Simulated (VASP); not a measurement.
All values below come from PBEsol GGA, VASP's PBE PAW potentials (set 64) (plane waves; VASP).

A VASP calculation is set up with these files.

### POSCAR
```
ZnNi
6.472760
  0.4111894546   0.0000000000   0.0000000000
  0.0000000000   0.4111894546   0.0000000000
  0.0000000000   0.0000000000   0.4999999788
Zn Ni
1 1
Cart
  0.2055947273   0.2055947273   0.2499999894
  0.0000000000   0.0000000000   0.0000000000
```

INCAR:
```
ALGO = Normal
EDIFF = 1E-7
ENCUT = 400
GGA = PS
ICHARG = 11
ISMEAR = 0
LASPH = .True.
LCHARG = .False.
LMAXMIX = 4
LORBIT = 11
LREAL = .False.
LWAVE = .False.
NELM = 100
PREC = Accurate
SIGMA = 0.05
SYSTEM = ZnNi
```

**KPOINTS**
```
k-points along high-symmetry lines
10
Line-mode
Reciprocal
  0.000000   0.000000   0.000000 ! GAMMA
  0.000000   0.500000   0.000000 ! X

  0.000000   0.500000   0.000000 ! X
  0.500000   0.500000   0.000000 ! M

  0.500000   0.500000   0.000000 ! M
  0.000000   0.000000   0.000000 ! GAMMA

  0.000000   0.000000   0.000000 ! GAMMA
  0.000000   0.000000   0.500000 ! Z

  0.000000   0.000000   0.500000 ! Z
  0.000000   0.500000   0.500000 ! R

  0.000000   0.500000   0.500000 ! R
  0.500000   0.500000   0.500000 ! A

  0.500000   0.500000   0.500000 ! A
  0.000000   0.000000   0.500000 ! Z

  0.000000   0.500000   0.000000 ! X
  0.000000   0.500000   0.500000 ! R

  0.500000   0.500000   0.000000 ! M
  0.500000   0.500000   0.500000 ! A
```

POTCAR, in this order: Zn Ni (PBE.64 set). Program: vasp_std. Read from the step before: CHGCAR.

The resulting files:

File OSZICAR:
```
       N       E                     dE             d eps       ncg     rms          rms(c)
DAV:   1     0.793002863258E+02    0.79300E+02   -0.94841E+03  2899   0.193E+03
DAV:   2    -0.567484163356E+01   -0.84975E+02   -0.82673E+02  2749   0.277E+02
DAV:   3    -0.777248921879E+01   -0.20976E+01   -0.20890E+01  3477   0.560E+01
DAV:   4    -0.778903741266E+01   -0.16548E-01   -0.16547E-01  3578   0.399E+00
DAV:   5    -0.778932047798E+01   -0.28307E-03   -0.28306E-03  3458   0.409E-01
DAV:   6    -0.778933654498E+01   -0.16067E-04   -0.16067E-04  3915   0.652E-02
DAV:   7    -0.778933665182E+01   -0.10685E-06   -0.10690E-06  2976   0.401E-03
DAV:   8    -0.778933665918E+01   -0.73574E-08   -0.73023E-08  2295   0.548E-04
   1 F= -.77893367E+01 E0= -.77869751E+01  d E =-.472312E-02
```

### OUTCAR
```
 val. band max:        6.1854179807   @ k =   0.5000   0.5000   0.2222

 cond. band min:       6.1864262488   @ k =   0.5000   0.5000   0.2778



 k-point     1 :       0.0000    0.0000    0.0000
  band No.  band energies     occupation
      1      -4.0514      2.00000
      2      -1.4120      2.00000
      3      -1.3140      2.00000
      4      -0.4540      2.00000
      5      -0.4540      2.00000
      6      -0.2446      2.00000
      7       3.9604      2.00000
      8       4.1648      2.00000
      9       5.4933      2.00000
     10       5.4933      2.00000
     11       5.7728      2.00000
     12       9.5649      0.00000
     13      15.8463      0.00000
     14      16.5153      0.00000
     15      16.5153      0.00000

 k-point     2 :       0.0000    0.0556    0.0000
  band No.  band energies     occupation
      1      -3.9819      2.00000
      2      -1.3968      2.00000
      3      -1.2989      2.00000
      4      -0.4680      2.00000
      5      -0.4500      2.00000
      6      -0.2547      2.00000
      7       3.9725      2.00000
      8       4.1718      2.00000
      9       5.4184      2.00000
     10       5.4910      2.00000
     11       5.7461      2.00000
     12       9.7178      0.00000
     13      15.7329      0.00000
     14      15.9408      0.00000
     15      16.6205      0.00000

 k-point     3 :       0.0000    0.1111    0.0000
  band No.  band energies     occupation
      1      -3.7748      2.00000
      2      -1.3555      2.00000
      3      -1.2515      2.00000
      4      -0.5084      2.00000
      5      -0.4389      2.00000
      6      -0.2840      2.00000
      7       4.0001      2.00000
      8       4.1968      2.00000
      9       5.2245      2.00000
     10       5.4844      2.00000
     11       5.6703      2.00000
     12      10.1451      0.00000
     13      14.2738      0.00000
     14      15.9679      0.00000
     15      16.9310      0.00000

...
```

The density is held fixed in this step, so its total energy and stress have no physical meaning.

The structure comes from a measured ZnNi entry (P4/mmm) of the Crystallography Open Database, whose conditions weren't checked. It was relaxed first, which changed the volume by -6 %. The run is not spin-polarised, so no magnetic state was tried.
